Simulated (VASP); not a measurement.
OSZICAR of a VASP run on C (graphite):

File OSZICAR:
```
       N       E                     dE             d eps       ncg     rms          rms(c)
DAV:   1     0.416447469020E+02    0.41645E+02   -0.84224E+03  1520   0.125E+03
DAV:   2    -0.427694029369E+02   -0.84414E+02   -0.76540E+02  2088   0.233E+02
DAV:   3    -0.464183367733E+02   -0.36489E+01   -0.36257E+01  1932   0.485E+01
DAV:   4    -0.464629712371E+02   -0.44634E-01   -0.44593E-01  1852   0.606E+00
DAV:   5    -0.464640113962E+02   -0.10402E-02   -0.10396E-02  1904   0.863E-01    0.860E+00
DAV:   6    -0.420851863964E+02    0.43788E+01   -0.22991E+00  1780   0.121E+01    0.605E+00
DAV:   7    -0.384343877091E+02    0.36508E+01   -0.60706E-01  1724   0.928E+00    0.123E+00
DAV:   8    -0.406039545078E+02   -0.21696E+01   -0.14519E+00  1668   0.117E+01    0.128E+00
DAV:   9    -0.407068366506E+02   -0.10288E+00   -0.21109E-01  1700   0.674E+00    0.577E-01
DAV:  10    -0.404474911788E+02    0.25935E+00   -0.53065E-02  1576   0.282E+00    0.430E-01
DAV:  11    -0.401092423302E+02    0.33825E+00   -0.19987E-01  1528   0.563E+00    0.145E-01
DAV:  12    -0.403201309509E+02   -0.21089E+00   -0.79596E-02  1516   0.405E+00    0.147E-01
DAV:  13    -0.403745145918E+02   -0.54384E-01   -0.33563E-02  1560   0.290E+00    0.876E-02
DAV:  14    -0.403792935880E+02   -0.47790E-02   -0.74245E-03  1560   0.134E+00    0.658E-02
DAV:  15    -0.403804375770E+02   -0.11440E-02   -0.27183E-03  1648   0.787E-01    0.380E-02
DAV:  16    -0.403814261338E+02   -0.98856E-03   -0.56810E-04  1708   0.330E-01    0.387E-02
DAV:  17    -0.403814358579E+02   -0.97241E-05   -0.32779E-05  1840   0.981E-02    0.388E-02
DAV:  18    -0.403814177019E+02    0.18156E-04   -0.48680E-05  1712   0.735E-02    0.291E-02
DAV:  19    -0.403814724362E+02   -0.54734E-04   -0.46292E-05  1684   0.842E-02    0.211E-02
DAV:  20    -0.403814799625E+02   -0.75263E-05   -0.17971E-06  1504   0.159E-02    0.188E-02
DAV:  21    -0.403814848678E+02   -0.49053E-05   -0.19220E-05  1696   0.594E-02    0.114E-02
DAV:  22    -0.403815068870E+02   -0.22019E-04   -0.29475E-05  1712   0.607E-02    0.155E-03
DAV:  23    -0.403815105714E+02   -0.36844E-05   -0.14351E-06  1612   0.164E-02    0.104E-03
DAV:  24    -0.403815079797E+02    0.25918E-05   -0.10644E-06  1160   0.158E-02    0.657E-04
DAV:  25    -0.403815131772E+02   -0.51975E-05   -0.31646E-07  1116   0.954E-03    0.422E-04
DAV:  26    -0.403815145217E+02   -0.13445E-05   -0.10554E-07  1024   0.462E-03    0.498E-04
DAV:  27    -0.403815151897E+02   -0.66802E-06   -0.36850E-08   912   0.311E-03
   1 F= -.40381515E+02 E0= -.40381551E+02  d E =-.403815E+02
```

Which electronic solver shows in the log?

It is blocked Davidson (ALGO = Normal, or the opening steps of other solvers). The INCAR had ALGO = Normal.

Can the final energy be trusted as converged?

The run converged. It stopped with EDIFF = 1E-6, NELM = 100, NSW = 60 and EDIFFG = -0.02 after 1 ionic step (SCAN meta-GGA, plane waves, VASP's PBE PAW potentials (set 64)).

The compound is C in the graphite structure. It was relaxed first. The start is the result of an earlier pass.
